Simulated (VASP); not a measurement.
An input for Quantum ESPRESSO's pw.x (written as the equivalent of a VASP run, and not itself run):

```
&CONTROL
  calculation = 'scf'
  pseudo_dir = './pseudo'
  outdir = './out'
  tprnfor = .true.
  tstress = .true.
/
&SYSTEM
  ibrav = 0
  nat = 3
  ntyp = 2
  ecutwfc = 84
  occupations = 'smearing'
  smearing = 'gaussian'
  degauss = 0.003675
  input_dft = 'pbe'
  vdw_corr = 'grimme-d3'
  dftd3_version = 4
  dftd3_threebody = .false.
/
&ELECTRONS
  conv_thr = 7.3e-09
  electron_maxstep = 100
/
ATOMIC_SPECIES
  Mg 24.305 Mg.upf
  Ge 72.630 Ge.upf
CELL_PARAMETERS angstrom
     0.0000000    3.1582764    3.1582764
     3.1582764    0.0000000    3.1582764
     3.1582764    3.1582764    0.0000000
ATOMIC_POSITIONS crystal
  Mg   0.2500000  0.2500000  0.2500000
  Mg   0.7500000  0.7500000  0.7500000
  Ge   0.0000000  0.0000000  0.0000000
K_POINTS automatic
  6 6 6 0 0 0
```

Task: Write the VASP files for the same calculation (PBE-D3(BJ)).

Result: One answer among several that fit: 
### POSCAR
```
Mg2Ge
1
    0.0000000000     3.1582764019     3.1582764019
    3.1582764019     0.0000000000     3.1582764019
    3.1582764019     3.1582764019     0.0000000000
Mg Ge
2 1
Direct
  0.2500000000   0.2500000000   0.2500000000
  0.7500000000   0.7500000000   0.7500000000
  0.0000000000   0.0000000000   0.0000000000
```

INCAR:
```
SYSTEM  =  Mg2Ge
PREC  =  Accurate; ENCUT  =  520; LREAL  =  F
LASPH  =  T
EDIFF  =  1E-7; NELM  =  100; ALGO  =  Normal
LMAXMIX  =  4
ISMEAR  =  0; SIGMA  =  0.05
GGA  =  PE; IVDW  =  12
ISIF  =  2
LWAVE  =  F; LCHARG  =  F
```

**KPOINTS**
```
Automatic mesh
0
G
6 6 6
0 0 0
```

POTCAR, in this order: Mg Ge_d (PBE.64 set). Program: vasp_std.

The two are equivalent in intent, not identical: the potentials are each code's own (VASP's PAW set, PseudoDojo norm-conserving files in pw.x), so ENCUT and ecutwfc are chosen apart and not converted; conv_thr bounds pw.x's estimated SCF error, while EDIFF bounds the energy change between steps.

The compound is Mg2Ge in the antifluorite structure. It was relaxed first.
